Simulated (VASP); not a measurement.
OSZICAR of a VASP run on SiC (zinc blende):

### OSZICAR
```
       N       E                     dE             d eps       ncg     rms          rms(c)
DAV:   1     0.172870651572E+01    0.17287E+01   -0.48002E+03  1712   0.998E+02
DAV:   2    -0.219872854886E+02   -0.23716E+02   -0.22962E+02  2344   0.120E+02
DAV:   3    -0.223612702084E+02   -0.37398E+00   -0.37398E+00  1864   0.183E+01
DAV:   4    -0.223624625053E+02   -0.11923E-02   -0.11923E-02  2664   0.111E+00
DAV:   5    -0.223624630372E+02   -0.53197E-06   -0.53209E-06  1928   0.172E-02    0.966E+00
DAV:   6    -0.191056950262E+02    0.32568E+01   -0.60312E+00  2120   0.160E+01    0.559E+00
DAV:   7    -0.190456142210E+02    0.60081E-01   -0.81489E-01  2264   0.596E+00    0.198E+00
DAV:   8    -0.190615124172E+02   -0.15898E-01   -0.41244E-01  1728   0.578E+00    0.154E+00
DAV:   9    -0.192660656660E+02   -0.20455E+00   -0.56032E-02  1680   0.257E+00    0.627E-01
DAV:  10    -0.192717874231E+02   -0.57218E-02   -0.70636E-03  1992   0.964E-01    0.342E-01
DAV:  11    -0.192864201815E+02   -0.14633E-01   -0.58132E-03  1704   0.906E-01    0.423E-02
DAV:  12    -0.192848631716E+02    0.15570E-02   -0.21918E-03  1728   0.487E-01    0.902E-02
DAV:  13    -0.192851946695E+02   -0.33150E-03   -0.37039E-04  1744   0.147E-01    0.515E-02
DAV:  14    -0.192854755803E+02   -0.28091E-03   -0.79937E-05  2056   0.101E-01    0.107E-02
DAV:  15    -0.192854731284E+02    0.24519E-05   -0.25623E-06  2264   0.192E-02    0.637E-03
DAV:  16    -0.192854747777E+02   -0.16493E-05   -0.64021E-07  2280   0.733E-03    0.305E-03
DAV:  17    -0.192854752586E+02   -0.48088E-06   -0.11907E-06  1944   0.768E-03    0.405E-03
DAV:  18    -0.192854754482E+02   -0.18959E-06   -0.10743E-07  1008   0.332E-03    0.743E-04
DAV:  19    -0.192854754140E+02    0.34115E-07   -0.17679E-08   904   0.139E-03
   1 F= -.19285475E+02 E0= -.19285475E+02  d E =-.192855E+02
```

Task: Which electronic solver shows in the log?

Result: It is blocked Davidson (ALGO = Normal, or the opening steps of other solvers). The INCAR had ALGO = Normal.

Task: Can the final energy be trusted as converged?

Result: Self-consistency was reached. It stopped with EDIFF = 1E-7, NELM = 100, NSW = 30 and EDIFFG = -0.01 after 1 ionic step (r2SCAN meta-GGA, plane waves, VASP's PBE PAW potentials (set 64)).

The compound is SiC in the zinc blende structure. This cell was strained or had an atom moved on purpose.
